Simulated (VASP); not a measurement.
Method: PBE GGA with D3 dispersion (zero damping), VASP's PBE PAW potentials (set 64) (plane waves; VASP).

VASP ran on this input.

**INCAR**
```
! general
SYSTEM  = GaN
PREC    = Accurate
ENCUT   = 520
LREAL   = .FALSE.
LASPH   = .TRUE.   ! aspherical one-centre terms

! electronic loop
EDIFF   = 1E-7
NELM    = 100   ! most electronic steps
ALGO    = Normal   ! blocked Davidson
LMAXMIX = 4   ! l cut-off of mixed one-centre charges

! smearing
ISMEAR  = -5   ! tetrahedra, Bloechl

! functional
GGA     = PE
IVDW    = 11   ! D3, zero damping

! ions
ISIF    = 2   ! forces and stress, cell fixed

! output
LWAVE   = .FALSE.
LCHARG  = .TRUE.
LORBIT  = 11
NEDOS   = 601   ! DOS grid

! other
LEFG    = .TRUE.
```

### KPOINTS
```
Automatic mesh
0
Gamma
9 9 5
0 0 0
```

POSCAR:
```
GaN
1.0
  1.6001007760  -2.7714558029   0.0000000000
  1.6001007760   2.7714558029   0.0000000000
  0.0000000000   0.0000000000   5.2187257186
Ga N
2 2
Cartesian
  1.6001007760  -0.9238204486   2.6106608253
  1.6001007760   0.9238204486   0.0012979660
  1.6001007760  -0.9238204486   4.5755244892
  1.6001007760   0.9238204486   1.9661616299
```

POTCAR, in this order: Ga_d N (PBE.64 set). Program: vasp_std.

Output

**OUTCAR**
```
 ion  position               nearest neighbor table
   1  0.667  0.333  0.500-   4 1.96   4 1.96   4 1.96   3 1.96
   2  0.333  0.667  0.000-   3 1.96   3 1.96   3 1.96   4 1.96
   3  0.667  0.333  0.877-   2 1.96   2 1.96   2 1.96   1 1.96
   4  0.333  0.667  0.377-   1 1.96   1 1.96   1 1.96   2 1.96
  LATTYP: Found a hexagonal cell.
 ALAT       =     3.2002015188
 C/A-ratio  =     1.6307490913
 Subroutine PRICEL returns:
 Original cell was already a primitive cell.
 Subroutine GETGRP returns: Found 12 space group operations
The static configuration has the point symmetry C_3v.
 The point group associated with its full space group is C_6v.
The dynamic configuration has the point symmetry C_3v.
 Subroutine INISYM returns: Found 12 space group operations
 Subroutine IBZKPT returns following result:
 Found     36 irreducible k-points:

 Following reciprocal coordinates:
            Coordinates               Weight
  0.000000  0.000000  0.000000      1.000000
  0.111111 -0.000000  0.000000      6.000000
  0.222222 -0.000000  0.000000      6.000000
  0.333333 -0.000000  0.000000      6.000000
  0.444444 -0.000000  0.000000      6.000000
...
```

File OSZICAR:
```
       N       E                     dE             d eps       ncg     rms          rms(c)
DAV:   1     0.280847402729E+03    0.28085E+03   -0.18707E+04  1654   0.304E+03
DAV:   2     0.746267885712E+01   -0.27338E+03   -0.26535E+03  1774   0.535E+02
DAV:   3    -0.269277061074E+02   -0.34390E+02   -0.34096E+02  1830   0.154E+02
DAV:   4    -0.282765184407E+02   -0.13488E+01   -0.13454E+01  2182   0.328E+01
DAV:   5    -0.282963119456E+02   -0.19794E-01   -0.19788E-01  1772   0.364E+00    0.109E+01
DAV:   6    -0.242182393424E+02    0.40781E+01   -0.15389E+01  2852   0.573E+01    0.312E+00
DAV:   7    -0.243425823819E+02   -0.12434E+00   -0.17327E+00  1734   0.111E+01    0.270E+00
DAV:   8    -0.243418231237E+02    0.75926E-03   -0.28415E-01  2564   0.824E+00    0.858E-01
DAV:   9    -0.243193311583E+02    0.22492E-01   -0.11509E-01  2850   0.572E+00    0.339E-01
DAV:  10    -0.243203268276E+02   -0.99567E-03   -0.60399E-03  1844   0.849E-01    0.139E-01
DAV:  11    -0.243202596697E+02    0.67158E-04   -0.15396E-03  2446   0.735E-01    0.258E-02
DAV:  12    -0.243202756720E+02   -0.16002E-04   -0.18341E-04  1736   0.103E-01    0.150E-02
DAV:  13    -0.243202742837E+02    0.13883E-05   -0.27299E-05  2270   0.115E-01    0.561E-03
DAV:  14    -0.243202749039E+02   -0.62020E-06   -0.46778E-06  1964   0.237E-02    0.809E-04
DAV:  15    -0.243202748018E+02    0.10208E-06   -0.26933E-07  1522   0.746E-03    0.351E-04
DAV:  16    -0.243202748356E+02   -0.33806E-07   -0.12710E-07  1194   0.556E-03
   1 F= -.25005396E+02 E0= -.25005396E+02  d E =0.000000E+00
```

**OUTCAR**
```
------------------------ aborting loop because EDIFF is reached ----------------------------------------
 Edisp (eV)   -0.68512
  FORCE on cell =-STRESS in cart. coord.  units (eV):
  Direction    XX          YY          ZZ          XY          YZ          ZX
  --------------------------------------------------------------------------------------
  Total      -0.00995    -0.00995     0.00975     0.00000     0.00000     0.00000
  in kB      -0.34432    -0.34432     0.33756     0.00000     0.00000     0.00000
  external pressure =       -0.12 kB  Pullay stress =        0.00 kB
  volume of cell :       46.29
      direct lattice vectors                 reciprocal lattice vectors
     1.600100776 -2.771455803  0.000000000     0.312480318 -0.180410598  0.000000000
     1.600100776  2.771455803  0.000000000     0.312480318  0.180410598  0.000000000
     0.000000000  0.000000000  5.218725719     0.000000000  0.000000000  0.191617658
  FREE ENERGIE OF THE ION-ELECTRON SYSTEM (eV)
  ---------------------------------------------------
  free  energy   TOTEN  =       -25.0053958125 eV

  energy  without entropy=      -25.0053958125  energy(sigma->0) =      -25.00539581

 total charge

# of ion       s       p       d       tot
------------------------------------------
    1        0.785   0.881  10.172  11.838
    2        0.785   0.881  10.172  11.838
    3        1.224   2.513   0.000   3.737
    4        1.224   2.513   0.000   3.737
--------------------------------------------------
tot          4.019   6.788  20.344  31.150

 Electric field gradients after diagonalization (V/A^2)
 (convention: |V_zz| > |V_xx| > |V_yy|)
----------------------------------------------------------------------
 ion       V_xx      V_yy      V_zz     asymmetry (V_yy - V_xx)/ V_zz
----------------------------------------------------------------------
   1      -2.304    -2.295     4.598       0.002
   2      -2.304    -2.295     4.598       0.002
   3      -0.564    -0.561     1.125       0.003
   4      -0.564    -0.561     1.125       0.002
```
(Selected blocks of OUTCAR.)

The compound is GaN in the wurtzite structure. It was relaxed first.
